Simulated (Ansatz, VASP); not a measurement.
**Cross-check of HfB between VASP and Ansatz**

One calculation is typed for both programs; each brings its own data sets. How far apart do they land? The cell is taken from a series of runs on this material, whose earlier steps may have relaxed, scaled, displaced or heated it; both programs get it as it stands.

Program: Ansatz 0.2.0. Level of theory: plane waves, with VASP 6.6.1 beside it; single point at PBEsol. Results are calculated unless marked as measured.

### 1. The structure

The structure is cubic, space group Fm-3m (No. 225). The conventional cell has a = 4.620 Å, b = 4.620 Å, c = 4.620 Å, α = 90.00°, β = 90.00°, γ = 90.00°. Nearest to Hf lie 6 B at 2.31 Å. Nearest to B lie 6 Hf at 2.31 Å. Farther neighbours are not listed.

Coordinates:

```cif
data_structure
_symmetry_space_group_name_H-M 'Fm-3m'
_symmetry_Int_Tables_number 225
_cell_length_a 4.6200
_cell_length_b 4.6200
_cell_length_c 4.6200
_cell_angle_alpha 90.000
_cell_angle_beta 90.000
_cell_angle_gamma 90.000
_cell_volume 98.61
loop_
_atom_site_label
_atom_site_type_symbol
_atom_site_symmetry_multiplicity
_atom_site_Wyckoff_symbol
_atom_site_fract_x
_atom_site_fract_y
_atom_site_fract_z
_atom_site_occupancy
Hf1 Hf 4 b 0.50000 0.00000 0.00000 1
B1 B 4 a 0.00000 0.00000 0.00000 1
```

### 2. Ansatz: single point, PBEsol, pair 1

Ansatz runs on its default PAW (the set named soft_2) files.

A single point gives forces, pressure and levels at one fixed geometry, so differences don't come from the geometry; what else differs is listed under the comparison.

The input, input.yaml:

```yaml
crystal:
  lattice:
    - [0.0, 2.31, 2.31]
    - [2.31, 0.0, 2.31]
    - [2.31, 2.31, 0.0]
  atoms:
    - { symbol: Hf, position: [0.5, 0.5, 0.5] }
    - { symbol: B, position: [0.0, 0.0, 0.0] }
kpoints:
  mp_grid: { grid: [6, 6, 6] }
hamiltonian:
  xc: pbesol
scf:
  occupations: { method: gaussian, width: 0.1 }
output:
  forces: true
  stress: true
  eigenvalues: true
```

Started as:

```console
ansatz run input.yaml --threads 4 --pin off --max-ram 7168MiB --backend cpu --events-out ev --progress --plain --runs-dir out
```

Numbers of over 12 decimals in the logs are rounded to 6 here.

Log:

```text
Engine: ansatz 0.2.0, aarch64-unknown-linux-gnu
Pseudopotentials: kind: paw
Pseudopotential: Hf, paw, valence charge 26, recommended cutoff 420 eV (normal), Hf.paw.azcp
Pseudopotential: B, paw, valence charge 3, recommended cutoff 420 eV (normal), B.paw.azcp
Functional definition: PBEsol
  exchange = pbesol_x
  correlation = pbesol_c
Crystal: 2 atoms, lattice volume = 24.653 Å³
Basis set: ecut = 420 eV, 531 PW (Γ), exchange–correlation on 48×48×48 points (8 copies of the dense FFT grid, shifted against one another)
Bands: 19, of which v1, the nominal top of the filled ones, is band 15 counted from 1 (14 counted from 0)
Symmetry: 48 space group operations
Space group: Fm-3m (ITA 225), of the structure as read, at distance tolerance 2.9e-5 Å
k-points: 16 of 216
Non-local potential: Hf, projectors of the file, l = 0: 3, l = 1: 2, l = 2: 2, l = 3: 3
Non-local potential: B, projectors of the file, l = 0: 2, l = 1: 2, l = 2: 1
PAW form: soft (Blöchl's): semilocal exchange-correlation on the pseudo side does not see the compensation charge
PAW frozen core: Hf, regenerated for the run's functional, and the local potential with it (the file was generated under x = pbe(κ = 0.804, μ = 0.219515), c = pbe(β = 0.066725))
PAW frozen core: B, regenerated for the run's functional, and the local potential with it (the file was generated under x = pbe(κ = 0.804, μ = 0.219515), c = pbe(β = 0.066725))
PAW one-centre angular grid: Hf, 590 points (default); XC on 64 Gauss nodes
PAW one-centre angular grid: B, 110 points (default); XC on 64 Gauss nodes
Initial density: superposition of atomic densities (neutral atoms: chi_scale 0, normalization atom), corrected by the library's trained network
Initial wavefunctions: pseudopotential atomic-orbital guess
Functional: x = pbesol(κ = 0.804, μ = 0.123457), c = pbesol(β = 0.046)
SCF iter   1: F=—  HF=-15751.400458 eV  |F-HF|=—  |Δ(HF+E_count)|=         —  Δρ=6.28e-3  dr2=1.22e-2  ethr=1.77e-3  ⟨swp⟩=5.1  Hψ=1253  notcnv=0
preconditioner: auto → none  [insulator: Δε(μ)=0.463 eV  Ē_g=18.110 eV  σ=0.100 eV  W_gap=0.57  n_scr=14 (ndim 8)  ℏωp=38.9 eV  f_vac=0.000  D(μ)=1.63/eV (n_scr^D=14)  ε∞_Penn≈5.6]
SCF iter   2: F=—  HF=-15751.396578 eV  |F-HF|=—  |Δ(HF+E_count)|=   3.88e-3  Δρ=1.67e-3  dr2=5.51e-4  ethr=4.21e-5  ⟨swp⟩=1.9  Hψ=501  notcnv=0  defer=2
SCF iter   3: F=—  HF=-15751.396510 eV  |F-HF|=—  |Δ(HF+E_count)|=   6.80e-5  Δρ=7.34e-4  dr2=7.54e-5  ethr=1.90e-6  ⟨swp⟩=2.1  Hψ=517  notcnv=0  defer=2
SCF iter   4: F=—  HF=-15751.396500 eV  |F-HF|=—  |Δ(HF+E_count)|=   9.97e-6  Δρ=2.72e-4  dr2=9.93e-6  ethr=2.60e-7  ⟨swp⟩=2.1  Hψ=521  notcnv=0  defer=2
SCF iter   5: F=—  HF=-15751.396503 eV  |F-HF|=—  |Δ(HF+E_count)|=   2.11e-6  Δρ=6.74e-5  dr2=4.31e-7  ethr=3.42e-8  ⟨swp⟩=2.1  Hψ=515  notcnv=0  defer=2
SCF iter   6: F=-15751.396503 eV  HF=-15751.396503 eV  |F-HF|=2.95e-9  |Δ(HF+E_count)|=   4.73e-7  Δρ=3.09e-6  dr2=7.83e-10  ethr=3.45e-10  ⟨swp⟩=7.4  Hψ=1522  notcnv=0
SCF 1 converged in 6 iterations: F = -15751.396503 eV  dr2 = 7.83e-10
  greatest PAW one-centre occupation: 0.998 electrons in one spin orbital (limit 2), on the Hf atom at site 0 (counted from 0), in its partial waves of l = 3
SCF converged after 6 iterations
Free energy (F): -15751.396503 eV
Harris-Foulkes:  -15751.396503 eV  (|F-HF|=2.95e-9)
Internal energy: -15751.388182 eV  (E = F + TS)
E sigma→0 (E₀):  -15751.392342 eV
Entropy (-TS):   -0.008321 eV (-4.161 meV/atom)
Fermi energy:    19.323120 eV
--- Per-component energies (eV) ---
  E_band       = 117.557741
  E_kinetic    = 478.753763
  E_local      = -5019.715995  (includes V_loc(G=0)·N_el)
  E_nonlocal   = -1224.144216
  E_hartree    = 2389.335582
  E_xc         = -332.540396
  E_vxc        = -307.812576  (∫ρ·V_xc dr)
  E_paw        = -6885.048154  (= ΣΔE_a)
  E_vpaw       = 1411.807233  (= ΣTr[D̂ρ^β])
  E_aug_tail   = -0.000005  (compensation charges beyond the density's cutoff)
  E_ewald      = -5159.294563
  E_core_change = 1.265803  (= ΣΔE_core)
  E_smearing   = -0.008321  (= −TS)
  E_closure    = -0.000000  (closes the sum)
  Σ components = -15751.396503   (vs F -15751.396503, Δ=0.00e0)
--- Forces (eV/Å), atoms counted from 1 ---
  atom   1  Hf     0.00000000    -0.00000000     0.00000000
  atom   2  B     -0.00000000     0.00000000     0.00000000
  max |Σ_I F_I| component: 1.28e-28 eV/Å
--- Stress (GPa, compression-positive) ---
       23.558330       0.000000      -0.000000
        0.000000      23.558330       0.000000
        0.000000      -0.000000      23.558330
  P = ⅓ Tr σ = 23.5583 GPa (235.583 kbar)
--- Band table (eV; the first three rows and the last of 16) ---
  k-point 0: bands = [... 11 lower, 9.9690, 21.6424, 21.6424, 21.6424, 23.5959, 23.5959, 23.5959, 23.6747]
  k-point 1: bands = [... 11 lower, 10.7499, 19.8041, 20.4911, 20.4911, 22.6926, 22.6926, 24.3417, 27.2979]
  k-point 2: bands = [... 11 lower, 12.6683, 17.3594, 18.7402, 18.7402, 24.5191, 24.5191, 25.2595, 31.3294]
  k-point 15: bands = [... 11 lower, 13.5677, 18.1638, 18.3466, 19.0397, 23.5690, 26.3619, 27.3163, 27.3538]
```

Reading the cycles: dr2 is the Hartree energy of the density residual (eV), the measure of convergence; HF is the Harris–Foulkes estimate of the energy, which meets the free energy F at convergence.

The run ends at a pressure of 23.56 GPa.

### 3. VASP: single point, PBEsol, pair 1

The same cell, functional, mesh and smearing now go to VASP, with its own data sets.

Lines of VASP's logs that name or quote its potential files are left out, and so is its time.

The input, INCAR:

```
SYSTEM = HfB
PREC = Accurate
ENCUT = 500
EDIFF = 1E-06
NELM = 120
ISMEAR = 0
SIGMA = 0.1
LREAL = .FALSE.
ALGO = Normal
GGA = PS
NBANDS = 12
LASPH = .TRUE.
LORBIT = 11
LWAVE = .FALSE.
LCHARG = .FALSE.
ISIF = 2
GGA_COMPAT = .FALSE.
```

The input, POSCAR:

```
HfB
1.0
    0.0000000000      2.3100000000      2.3100000000
    2.3100000000      0.0000000000      2.3100000000
    2.3100000000      2.3100000000      0.0000000000
Hf B
1 1
Direct
    0.5000000000      0.5000000000      0.5000000000
    0.0000000000      0.0000000000      0.0000000000
```

The input, KPOINTS:

```
Automatic mesh
0
Gamma
6 6 6
0 0 0
```

The projector-augmented-wave data sets are Hf_pv and B (PBE family, release 64).

Started as:

```console
mpirun -np 1 vasp_std
```

Log:

```text
[banner, memory and clock lines left out]
running    1 mpi-ranks, on    1 nodes
 distrk:  each k-point on    1 cores,    1 groups
 distr:  one band on    1 cores,    1 groups

 POSCAR found type information on POSCAR HfB
 POSCAR found :  2 types and       2 ions
|                                                                             |
|               ----> ADVICE to this user running VASP <----                  |
|                                                                             |
|     You enforced a specific xc type in the INCAR file but a different       |
|     [... a line on the potential file left out ...]
|     I HOPE YOU KNOW WHAT YOU ARE DOING!                                     |
|                                                                             |

 LDA part: xc-table for (Slater+PW92), standard interpolation
 POSCAR, INCAR and KPOINTS ok, starting setup
 FFT: planning ... GRIDC
 FFT: planning ... GRID_SOFT
 FFT: planning ... GRID
 WAVECAR not read
 entering main loop
       N       E                     dE             d eps       ncg     rms          rms(c)
DAV:   1     0.178420155485E+02    0.17842E+02   -0.68941E+03   392   0.982E+02
DAV:   2    -0.189622706242E+02   -0.36804E+02   -0.34940E+02   436   0.202E+02
DAV:   3    -0.197649776250E+02   -0.80271E+00   -0.79774E+00   484   0.216E+01
DAV:   4    -0.197682926873E+02   -0.33151E-02   -0.33147E-02   416   0.165E+00
DAV:   5    -0.197683131615E+02   -0.20474E-04   -0.20474E-04   476   0.120E-01    0.671E+01
DAV:   6    -0.183097982897E+02    0.14585E+01   -0.34402E+00   416   0.109E+01    0.422E+01
DAV:   7    -0.182565443309E+02    0.53254E-01   -0.69367E-01   444   0.571E+00    0.907E+00
DAV:   8    -0.182295875528E+02    0.26957E-01   -0.91079E-02   412   0.198E+00    0.996E-01
DAV:   9    -0.182295747417E+02    0.12811E-04   -0.35215E-03   456   0.482E-01    0.178E-01
DAV:  10    -0.182295628337E+02    0.11908E-04   -0.93085E-05   416   0.717E-02    0.255E-02
DAV:  11    -0.182295624667E+02    0.36702E-06   -0.27735E-06   448   0.127E-02
   1 F= -.18229562E+02 E0= -.18225345E+02  d E =-.843461E-02
```

Parts of OUTCAR (step 3):

```text
ion  position               nearest neighbor table
   1  0.500  0.500  0.500-   2 2.31   2 2.31   2 2.31   2 2.31   2 2.31   2 2.31
   2  0.000  0.000  0.000-   1 2.31   1 2.31   1 2.31   1 2.31   1 2.31   1 2.31

  LATTYP: Found a face centered cubic cell.
 ALAT       =     4.6200000000

 Subroutine GETGRP returns: Found 48 space group operations
 (whereof 48 operations were pure point group operations)

The static configuration has the point symmetry O_h .

 Found     16 irreducible k-points:

   k-points           NKPTS =     16   k-points in BZ     NKDIM =     16   number of bands    NBANDS=     12

   dimension x,y,z NGX =    24 NGY =   24 NGZ =   24
   dimension x,y,z NGXF=    48 NGYF=   48 NGZF=   48

   ENCUT  =  500.0 eV  36.75 Ry    6.06 a.u.   5.96  5.96  5.96*2*pi/ulx,y,z

   NELECT =      13.0000    total number of electrons

 k-points in reciprocal lattice and weights: Automatic mesh
   0.00000000  0.00000000  0.00000000       0.005
   0.16666667  0.00000000  0.00000000       0.037
   0.33333333  0.00000000  0.00000000       0.037
   0.50000000  0.00000000  0.00000000       0.019
   0.16666667  0.16666667  0.00000000       0.028
   0.33333333  0.16666667  0.00000000       0.111
   0.50000000  0.16666667  0.00000000       0.111
  -0.33333333  0.16666667  0.00000000       0.111
  -0.16666667  0.16666667  0.00000000       0.056
[...]
-0.33333333  0.33333333  0.16666667       0.111
  -0.33333333  0.50000000  0.16666667       0.056

 average (electrostatic) potential at core
       1 -34.7102       2 -25.8584

 E-fermi :   4.7887

 k-point     1 :       0.0000    0.0000    0.0000
  band No.  band energies     occupation
      1     -23.2584      2.00000
      2     -23.2584      2.00000
      3     -23.2584      2.00000
      4      -4.5665      2.00000
      5       7.1475      0.00000
      6       7.1475      0.00000
      7       7.1475      0.00000
      8       8.9951      0.00000
      9       8.9951      0.00000
    ...

 k-point     2 :       0.1667    0.0000    0.0000
  band No.  band energies     occupation
      1     -23.4532      2.00000
      2     -23.2783      2.00000
      3     -23.2783      2.00000
      4      -3.7866      2.00000
      5       5.2632      0.00000
      6       5.9535      0.00000
      7       5.9535      0.00000
      8       8.1882      0.00000
      9       8.1882      0.00000
    ...

 k-point     3 :       0.3333    0.0000    0.0000
  band No.  band energies     occupation
    ...
      3     -23.3177      2.00000
      4      -1.8665      2.00000
      5       2.8048      2.00000
      6       4.2202      2.00000
      7       4.2202      2.00000
      8      10.0250      0.00000
      9      10.0250      0.00000
     10      10.7064      0.00000
     11      16.8533      0.00000
     12      16.8660      0.00000

  Total        3.7845609      3.7845609      3.7845609     -0.0000000     -0.0000000     -0.0000000
  in kB      245.9575406    245.9575406    245.9575406     -0.0000000     -0.0000000     -0.0000000
  external PRESSURE =     245.9575406 kB  Pullay stress =       0.0000000 kB

  energy-cutoff  :      500.00
  volume of cell :       24.65
      direct lattice vectors                 reciprocal lattice vectors
     0.000000000  2.310000000  2.310000000    -0.216450216  0.216450216  0.216450216
     2.310000000  0.000000000  2.310000000     0.216450216 -0.216450216  0.216450216
     2.310000000  2.310000000  0.000000000     0.216450216  0.216450216 -0.216450216

 POSITION                                       TOTAL-FORCE (eV/Angst)
 -----------------------------------------------------------------------------------
      2.31000      2.31000      2.31000         0.000000     -0.000000     -0.000000
      0.00000      0.00000      0.00000        -0.000000      0.000000      0.000000
 -----------------------------------------------------------------------------------
    total drift:                                0.000000     -0.000000      0.000000

  FREE ENERGIE OF THE ION-ELECTRON SYSTEM (eV)
  ---------------------------------------------------
  free  energy   TOTEN  =       -18.2295624667 eV

  energy  without entropy=      -18.2211278604  energy(sigma->0) =      -18.22534516

 total charge
# of ion       s       p       d       tot
------------------------------------------
    1        0.360   6.674   1.881   8.915
    2        0.792   1.139   0.000   1.931
--------------------------------------------------
tot          1.152   7.814   1.881  10.846

[... 3 further parts left out ...]
```

Harder data sets than Hf_pv exist (the GW ones), and pressures, volumes and forces can shift noticeably with them.

### 4. Differences

Known differences besides the potentials themselves: the data sets hold 29 valence electrons in Ansatz (on its default PAW (the set named soft_2) files) and 13 in VASP; the cutoff is 420 eV in Ansatz and 500 eV in VASP; Ansatz makes its cores anew for this functional, VASP keeps those of its PBE data sets. Total energies have different zeros and are not compared.

Both answers:

```tsv
quantity	Ansatz	VASP	difference
pressure (GPa)	23.56	24.60	-1.04
```

### 5. Ansatz: single point, PBEsol, pair 2

A single point gives forces, pressure and levels at one fixed geometry, so differences don't come from the geometry; what else differs is listed under the comparison. The cell compared in this pair holds 26.61 Å³, against 24.65 Å³ for the pair before.

The cell is taken from a series of runs on this material, whose earlier steps may have relaxed, scaled, displaced or heated it; both programs get it as it stands.

The input, input.yaml:

```yaml
crystal:
  lattice:
    - [0.0, 2.3694567687, 2.3694567687]
    - [2.3694567687, 0.0, 2.3694567687]
    - [2.3694567687, 2.3694567687, 0.0]
  atoms:
    - { symbol: Hf, position: [0.5, 0.5, 0.5] }
    - { symbol: B, position: [0.0, 0.0, 0.0] }
kpoints:
  mp_grid: { grid: [16, 16, 16] }
hamiltonian:
  xc: pbesol
scf:
  occupations: { method: methfessel_paxton, width: 0.15 }
output:
  forces: true
  stress: true
  eigenvalues: true
```

Started as:

```console
ansatz run input.yaml --threads 4 --pin off --max-ram 7168MiB --backend cpu --events-out ev --progress --plain --runs-dir out
```

Log:

```text
[...]
Crystal: 2 atoms, lattice volume = 26.606 Å³
Basis set: ecut = 420 eV, 531 PW (Γ), exchange–correlation on 48×48×48 points (8 copies of the dense FFT grid, shifted against one another)
Bands: 19, of which v1, the nominal top of the filled ones, is band 15 counted from 1 (14 counted from 0)
Symmetry: 48 space group operations
[...]
k-points: 145 of 4096
[...]
--- Band table (eV; the first three rows and the last of 145) ---
  k-point 0: bands = [... 11 lower, 8.6747, 20.0365, 20.0365, 20.0365, 21.8175, 21.8175, 21.8175, 21.8657]
  k-point 1: bands = [... 11 lower, 8.7786, 19.6623, 19.9783, 19.9783, 20.9278, 20.9278, 22.0090, 23.0198]
  k-point 2: bands = [... 11 lower, 9.0827, 18.8635, 19.4411, 19.4411, 20.7742, 20.7742, 22.3154, 24.3208]
  k-point 144: bands = [... 11 lower, 12.4635, 16.6211, 16.6211, 16.7357, 23.1192, 23.1192, 25.1806, 25.1901]
[key lines of the parts left out:]
SCF converged after 7 iterations
Free energy (F): -15751.549298 eV
Fermi energy:    17.987046 eV
P = ⅓ Tr σ = 5.7986 GPa (57.986 kbar)
```

The run ends at a pressure of 5.80 GPa.

### 6. VASP: single point, PBEsol, pair 2

The same cell, functional, mesh and smearing now go to VASP, with its own data sets.

Edit INCAR of step 3 so:

```diff
@@ -5,4 +5,4 @@
 NELM = 120
-ISMEAR = 0
-SIGMA = 0.1
+ISMEAR = 1
+SIGMA = 0.15
 LREAL = .FALSE.
```

The input, POSCAR:

```
HfB
1.0
    0.0000000000      2.3694567687      2.3694567687
    2.3694567687      0.0000000000      2.3694567687
    2.3694567687      2.3694567687      0.0000000000
Hf B
1 1
Direct
    0.5000000000      0.5000000000      0.5000000000
    0.0000000000      0.0000000000      0.0000000000
```

The input, KPOINTS:

```
Automatic mesh
0
Gamma
16 16 16
0 0 0
```

Started as:

```console
mpirun -np 1 vasp_std
```

Log:

```text
[banner, memory and clock lines left out]
running    1 mpi-ranks, on    1 nodes
[...]
[... a notice as in an earlier step ...]

 LDA part: xc-table for (Slater+PW92), standard interpolation
 POSCAR, INCAR and KPOINTS ok, starting setup
[...]
entering main loop
       N       E                     dE             d eps       ncg     rms          rms(c)
DAV:   1     0.163294474459E+02    0.16329E+02   -0.71396E+03  3488   0.980E+02
DAV:   2    -0.189412655033E+02   -0.35271E+02   -0.33555E+02  4248   0.193E+02
DAV:   3    -0.199499598422E+02   -0.10087E+01   -0.99556E+00  4348   0.226E+01
DAV:   4    -0.199550817895E+02   -0.51219E-02   -0.51191E-02  3896   0.195E+00
[...]
DAV:   9    -0.183914981214E+02    0.49880E-04   -0.30411E-03  4100   0.454E-01    0.236E-01
DAV:  10    -0.183914962564E+02    0.18650E-05   -0.53067E-05  4140   0.582E-02    0.254E-02
DAV:  11    -0.183914964620E+02   -0.20566E-06   -0.14621E-06  3504   0.876E-03
   1 F= -.18391496E+02 E0= -.18391916E+02  d E =0.125791E-02
```

(Continued in part 2 of 2.)

[Lines on the potential files, build, host, timing and source positions are cut from VASP's logs without a mark.]

[Logs are printed without paths, hosts, clocks, repeated set-up lines and the standing remarks that a program may print on its own settings, such as how far it seeks lower states.]

[Hosts, paths, dates, database ids (printed as entryN), source tags and the programs' standing remarks are cut or masked in the printed files.]
